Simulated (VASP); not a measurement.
Output of a VASP run:

### OSZICAR
```
       N       E                     dE             d eps       ncg     rms          rms(c)
DAV:   1     0.132936508772E+03    0.13294E+03   -0.87087E+03  1128   0.135E+03
DAV:   2    -0.656921631763E+01   -0.13951E+03   -0.13297E+03  1288   0.333E+02
DAV:   3    -0.135539681202E+02   -0.69848E+01   -0.69290E+01  1472   0.770E+01
DAV:   4    -0.137852086484E+02   -0.23124E+00   -0.23106E+00  1624   0.127E+01
DAV:   5    -0.137871817540E+02   -0.19731E-02   -0.19730E-02  1428   0.138E+00    0.863E+00
DAV:   6    -0.121024710870E+02    0.16847E+01   -0.89250E+00  1300   0.274E+01    0.373E+00
DAV:   7    -0.120780251174E+02    0.24446E-01   -0.74817E-01  1540   0.829E+00    0.180E+00
DAV:   8    -0.120982150628E+02   -0.20190E-01   -0.98447E-02  1196   0.353E+00    0.490E-01
DAV:   9    -0.120966846026E+02    0.15305E-02   -0.34155E-02  1424   0.149E+00    0.152E-01
DAV:  10    -0.120976137669E+02   -0.92916E-03   -0.32604E-03  1232   0.555E-01    0.263E-02
DAV:  11    -0.120977088177E+02   -0.95051E-04   -0.51739E-04  1572   0.184E-01    0.340E-02
DAV:  12    -0.120976926082E+02    0.16209E-04   -0.89030E-05  1304   0.997E-02    0.592E-03
DAV:  13    -0.120976920978E+02    0.51035E-06   -0.53732E-06  1480   0.259E-02    0.139E-03
DAV:  14    -0.120976921278E+02   -0.29976E-07   -0.63241E-07  1272   0.811E-03
   1 F= -.12097692E+02 E0= -.12097692E+02  d E =0.000000E+00
```

**OUTCAR**
```
------------------------ aborting loop because EDIFF is reached ----------------------------------------
  FORCE on cell =-STRESS in cart. coord.  units (eV):
  Direction    XX          YY          ZZ          XY          YZ          ZX
  --------------------------------------------------------------------------------------
  Total        0.0091500      0.0091500      0.0091500     -0.0000000      0.0000000      0.0000000
  in kB        0.4994928      0.4994928      0.4994928     -0.0000000      0.0000000      0.0000000
  external PRESSURE =       0.4994928 kB  Pullay stress =       0.0000000 kB
  volume of cell :       29.35
      direct lattice vectors                 reciprocal lattice vectors
     0.000000000  2.448262383  2.448262383    -0.204226476  0.204226476  0.204226476
     2.448262383  0.000000000  2.448262383     0.204226476 -0.204226476  0.204226476
     2.448262383  2.448262383  0.000000000     0.204226476  0.204226476 -0.204226476
  FREE ENERGIE OF THE ION-ELECTRON SYSTEM (eV)
  ---------------------------------------------------
  free  energy   TOTEN  =       -12.0976921278 eV

  energy  without entropy=      -12.0976921278  energy(sigma->0) =      -12.09769213

 total charge

# of ion       s       p       d       tot
------------------------------------------
    1        2.037   5.877   0.272   8.187
    2        1.553   3.443   0.000   4.996
--------------------------------------------------
tot          3.590   9.320   0.272  13.183
```
(Selected blocks of OUTCAR.)

File POSCAR:
```
CaO
1
    0.0000000000     2.4482623830     2.4482623830
    2.4482623830     0.0000000000     2.4482623830
    2.4482623830     2.4482623830     0.0000000000
Ca O
1 1
Direct
  0.0000000000   0.0000000000   0.0000000000
  0.5000000000   0.5000000000   0.5000000000
```

Q: Reconstruct the remaining input files.

A: One answer among several that fit: the input of the run itself, RPBE GGA, plane waves, VASP's PBE PAW potentials (set 64).

File KPOINTS:
```
Automatic mesh
0
G
 10 10 10
0 0 0
```

**INCAR**
```
! general
SYSTEM = CaO
PREC   = Accurate
ENCUT  = 520
LREAL  = .FALSE.   ! projection in real space or not
LASPH  = .TRUE.   ! aspherical one-centre terms

! electronic loop
EDIFF  = 1E-7   ! SCF stop (eV)
NELM   = 100
ALGO   = Normal

! smearing
ISMEAR = -5

! functional
GGA    = RP

! ions
ISIF   = 2

! output
LWAVE  = .FALSE.
LCHARG = .TRUE.
LORBIT = 11   ! lm-projected
NEDOS  = 601
```

POTCAR, in this order: Ca_sv O (PBE.64 set). Program: vasp_std.

The compound is CaO in the rock salt structure. It was relaxed first, which changed the volume by +5 %.
